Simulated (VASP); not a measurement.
Wanted: the native input for a VASP 6.6.1 run.

```yaml
Task: relaxation of the atoms
Functional: PBE
Potentials_or_basis: VASP PAW PBE potentials, release 64 (Cr_pv, N)
Cutoff: 520 eV
k_mesh: 10 × 10 × 1
Occupations: gaussian, width 0.05 eV
Spin: collinear spin, ferromagnetic start
Starting_moments: "[3.0, 0.0] μB"
Dipole_correction: yes
Atoms_held_fixed_from_0: "[0]"
Further_INCAR_settings: ALGO = Normal; EDIFF = 1e-06; IBRION = 2; EDIFFG = -0.005; NSW = 60
```

The structure of CrN lies in POSCAR:

```
CrN
1.0
    2.7241200000      0.0000000000      0.0000000000
    0.0000000000      2.7241200000      0.0000000000
    0.0000000000      0.0000000000     23.8000000000
Cr N
1 1
Selective dynamics
Direct
    0.5000000000      0.5000000000      0.2941200000  F F F
    0.0000000000      0.0000000000      0.2941200000  T T T
```

The cell was built by a generator and needn't be a form met in nature.

These files were run (other wordings do the same):

INCAR

```
SYSTEM = CrN
ALGO = Normal
DIPOL = 0.5 0.5 0.294
EDIFF = 1E-6
EDIFFG = -0.005
ENCUT = 520
GGA = PE
IBRION = 2
IDIPOL = 3
ISIF = 2
ISMEAR = 0
ISPIN = 2
LASPH = .True.
LCHARG = .False.
LDIPOL = .True.
LMAXMIX = 4
LORBIT = 11
LREAL = .False.
LWAVE = .False.
MAGMOM = 3 0
NELM = 150
NSW = 60
PREC = Accurate
SIGMA = 0.05
```

KPOINTS

```
k-points
0
Gamma
  10 10 1
  0 0 0
```

Potentials or basis: VASP PAW PBE potentials, release 64 (Cr_pv, N).

Launch:

```bash
$ cat potpaw_PBE.64/Cr_pv/POTCAR potpaw_PBE.64/N/POTCAR > POTCAR
$ mpirun -np 1 vasp_std > vasp.out
```

Results of the run:

The band gap on the k mesh is none (metal or under the smearing width). The net moment is 2.37 μB per cell and the site moments are Cr +2.30; N -0.13 μB. The valence electrons inside the program's atomic spheres are Cr 10.93; N 3.73.

Caveat: the relaxation stopped at its first step, so nothing moved; only a ferromagnetic start was run, and an antiferromagnetic order may lie lower in energy.

Run time: 3.5 min on 1 thread of AMD EPYC 7R43 64-Core Processor (Zen 3) (shared host), peak memory 0.32 GiB.
